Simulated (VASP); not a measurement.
Here is the system:

```xyz
3
Lattice="0.0000 3.3253 3.3253 3.3253 0.0000 3.3253 3.3253 3.3253 0.0000" Properties=species:S:1:pos:R:3 pbc="T T T"
Mg     1.6627     1.6627     1.6627
Mg     4.9880     4.9880     4.9880
Sn     0.0000     0.0000     0.0000
```

Calculation: LDA (Ceperley-Alder, Perdew-Zunger), VASP's LDA PAW potentials (set 64) (plane waves; VASP 6.6.1). Settings: 520 eV cut-off, 9×9×9 Γ-centred mesh, first-order Methfessel-Paxton smearing of 0.10 eV, potentials Mg Sn_d.

Unless said otherwise, spin-orbit coupling is left out, though it shifts the bands of the heavy elements here.

Problem. Estimate the energy per atom (σ→0), band gap (on the k-mesh) with the smallest direct gap where there is one.

Solution. 
The band gap (on the k-mesh) is none (metal, semimetal or under 0.01 eV) and the energy per atom (σ→0) comes out as -2979 meV/atom.

The absolute energy has meaning only against runs of the same code, potentials and settings.

The compound is Mg2Sn in the antifluorite structure. It was relaxed first. The start is the result of an earlier pass.
